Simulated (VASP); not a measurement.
Output of a VASP run:

OUTCAR:
```
 ion  position               nearest neighbor table
   1  0.000  0.000  0.000-   2 2.46   2 2.46   2 2.46   2 2.46   2 2.46   2 2.46
   2  0.500  0.500  0.500-   1 2.46   1 2.46   1 2.46   1 2.46   1 2.46   1 2.46
  LATTYP: Found a face centered cubic cell.
 ALAT       =     4.9294829748
 Subroutine PRICEL returns:
 Original cell was already a primitive cell.
 Subroutine GETGRP returns: Found 48 space group operations
The static configuration has the point symmetry O_h .
The dynamic configuration has the point symmetry O_h .
 Subroutine INISYM returns: Found 48 space group operations
 Subroutine IBZKPT returns following result:
 Found     35 irreducible k-points:

 Following reciprocal coordinates:
            Coordinates               Weight
  0.000000  0.000000  0.000000      1.000000
  0.111111  0.000000  0.000000      8.000000
  0.222222  0.000000  0.000000      8.000000
  0.333333  0.000000  0.000000      8.000000
  0.444444  0.000000  0.000000      8.000000
  0.111111  0.111111  0.000000      6.000000
  0.222222  0.111111  0.000000     24.000000
  0.333333  0.111111  0.000000     24.000000
  0.444444  0.111111  0.000000     24.000000
 -0.444444  0.111111  0.000000     24.000000
 -0.333333  0.111111  0.000000     24.000000
 -0.222222  0.111111  0.000000     24.000000
 -0.111111  0.111111  0.000000     12.000000
  0.222222  0.222222  0.000000      6.000000
  0.333333  0.222222  0.000000     24.000000
  0.444444  0.222222  0.000000     24.000000
 -0.444444  0.222222  0.000000     24.000000
 -0.333333  0.222222  0.000000     24.000000
 -0.222222  0.222222  0.000000     12.000000
  0.333333  0.333333  0.000000      6.000000
  0.444444  0.333333  0.000000     24.000000
 -0.444444  0.333333  0.000000     24.000000
 -0.333333  0.333333  0.000000     12.000000
  0.444444  0.444444  0.000000      6.000000
 -0.444444  0.444444  0.000000     12.000000
  0.333333  0.222222  0.111111     24.000000
  0.444444  0.222222  0.111111     48.000000
 -0.444444  0.222222  0.111111     48.000000
  0.444444  0.333333  0.111111     24.000000
 -0.444444  0.333333  0.111111     48.000000
 -0.333333  0.333333  0.111111     48.000000
 -0.222222  0.333333  0.111111     24.000000
 -0.444444  0.444444  0.111111     24.000000
 -0.333333  0.444444  0.111111     24.000000
 -0.333333  0.444444  0.222222     24.000000
   k-points           NKPTS =     35   k-points in BZ     NKDIM =     35   number of bands    NBANDS=     12
   number of dos      NEDOS =    301   number of ions     NIONS =      2
   total plane-waves  NPLWV =  21952
   dimension x,y,z NGX =    28 NGY =   28 NGZ =   28
   dimension x,y,z NGXF=    56 NGYF=   56 NGZF=   56
   ions per type =               1   1
   PREC   = accura    normal or accurate (medium, high low for compatibility)
   ISTART =      0    job   : 0-new  1-cont  2-samecut
   ICHARG =      2    charge: 1-file 2-atom 10-const
   ISPIN  =      1    spin polarized calculation?
   LNONCOLLINEAR =      F non collinear calculations
   LSORBIT =      F    spin-orbit coupling
   INIWAV =      1    electr: 0-lowe 1-rand  2-diag
   ENCUT  =  620.0 eV  45.57 Ry    6.75 a.u.   7.08  7.08  7.08*2*pi/ulx,y,z
   NELM   =    100;   NELMIN=  2; NELMDL= -5     # of ELM steps
   EDIFF  = 0.1E-05   stopping-criterion for ELM
   LREAL  =      F    real-space projection
   NLSPLINE    = F    spline interpolate recip. space projectors
   LMAXMIX     =    4 max onsite mixed and CHGCAR
   VOSKOWN=      0    Vosko Wilk Nusair interpolation
   EDIFFG = -.2E-01   stopping-criterion for IOM
   NSW    =     40    number of steps for IOM
   NBLOCK =      1;   KBLOCK =     40    inner block; outer block
   IBRION =      2    ionic relax: 0-MD 1-quasi-New 2-CG
   NFREE  =      1    steps in history (QN), initial steepest desc. (CG)
   ISIF   =      3    stress and relaxation
   ISYM   =      2    0-nonsym 1-usesym 2-fastsym
   TEIN   =    0.0    initial temperature
   TEBEG  =    0.0;   TEEND  =   0.0 temperature during run
...
```

File OSZICAR:
```
       N       E                     dE             d eps       ncg     rms          rms(c)
DAV:   1     0.866926766915E+02    0.86693E+02   -0.99543E+03   840   0.153E+03
DAV:   2    -0.101198789799E+02   -0.96813E+02   -0.86946E+02  1120   0.275E+02
DAV:   3    -0.139410812696E+02   -0.38212E+01   -0.37886E+01  1148   0.535E+01
DAV:   4    -0.140349633961E+02   -0.93882E-01   -0.93862E-01  1088   0.794E+00
DAV:   5    -0.140366929215E+02   -0.17295E-02   -0.17295E-02  1096   0.795E-01    0.220E+01
DAV:   6    -0.118530332834E+02    0.21837E+01   -0.10051E+01   944   0.260E+01    0.253E+01
DAV:   7    -0.117768244794E+02    0.76209E-01   -0.46710E-01  1040   0.649E+00    0.148E+01
DAV:   8    -0.117684056282E+02    0.84189E-02   -0.12251E-01   936   0.390E+00    0.112E+00
DAV:   9    -0.117683288044E+02    0.76824E-04   -0.15696E-02  1108   0.110E+00    0.191E-01
DAV:  10    -0.117688568853E+02   -0.52808E-03   -0.13590E-03   892   0.393E-01    0.960E-02
DAV:  11    -0.117689267323E+02   -0.69847E-04   -0.17345E-04  1012   0.122E-01    0.458E-02
DAV:  12    -0.117689328090E+02   -0.60766E-05   -0.24829E-05   944   0.514E-02    0.125E-02
DAV:  13    -0.117689331527E+02   -0.34378E-06   -0.32987E-06  1004   0.202E-02
   1 F= -.80307245E+01 E0= -.80307245E+01  d E =-.803072E+01
```

File OUTCAR:
```
------------------------ aborting loop because EDIFF is reached ----------------------------------------
  FORCE on cell =-STRESS in cart. coord.  units (eV):
  Direction    XX          YY          ZZ          XY          YZ          ZX
  --------------------------------------------------------------------------------------
  Total        3.7115823      3.7115823      3.7115823     -0.0000000     -0.0000000     -0.0000000
  in kB      198.5754516    198.5754516    198.5754516     -0.0000000     -0.0000000     -0.0000000
  external PRESSURE =      -1.4245484 kB  Pullay stress =     200.0000000 kB
  volume of cell :       29.95
      direct lattice vectors                 reciprocal lattice vectors
     0.000000000  2.464741487  2.464741487    -0.202861031  0.202861031  0.202861031
     2.464741487  0.000000000  2.464741487     0.202861031 -0.202861031  0.202861031
     2.464741487  2.464741487  0.000000000     0.202861031  0.202861031 -0.202861031
  FREE ENERGIE OF THE ION-ELECTRON SYSTEM (eV)
  ---------------------------------------------------
  free  energy   TOTEN  =       -11.7689331527 eV

  energy  without entropy=      -11.7689331527  energy(sigma->0) =      -11.76893315
  enthalpy is  TOTEN    =        -8.0307245296 eV   P V=        3.7382086231

 reached required accuracy - stopping structural energy minimisation
```
(Selected blocks of OUTCAR.)

### POSCAR
```
SrO
1
    0.0000000000     2.4647414874     2.4647414874
    2.4647414874    -0.0000000000     2.4647414874
    2.4647414874     2.4647414874     0.0000000000
Sr O
1 1
Direct
  0.0000000000   0.0000000000   0.0000000000
  0.5000000000   0.5000000000   0.5000000000
```

Reconstruct the remaining input files.

Several could match; the one computed here: the input of the run itself, PBE GGA, plane waves, VASP's PBE PAW potentials (set 64).

INCAR:
```
# general
SYSTEM   =  SrO
PREC     =  Accurate
ENCUT    =  620
LREAL    =  .FALSE.
LASPH    =  .TRUE.

# electronic loop
EDIFF    =  1E-6
NELM     =  100
ALGO     =  Normal
LMAXMIX  =  4

# smearing
ISMEAR   =  0
SIGMA    =  0.05

# functional
GGA      =  PE

# ions
IBRION   =  2
NSW      =  40
ISIF     =  3
EDIFFG   =  -0.02
PSTRESS  =  200

# output
LWAVE    =  .FALSE.
LCHARG   =  .FALSE.
```

File KPOINTS:
```
Automatic mesh
0
Gamma
9 9 9
0 0 0
```

POTCAR, in this order: Sr_sv O (PBE.64 set). Program: vasp_std.

The compound is SrO in the rock salt structure. It was relaxed first under an external pressure of 20 GPa.
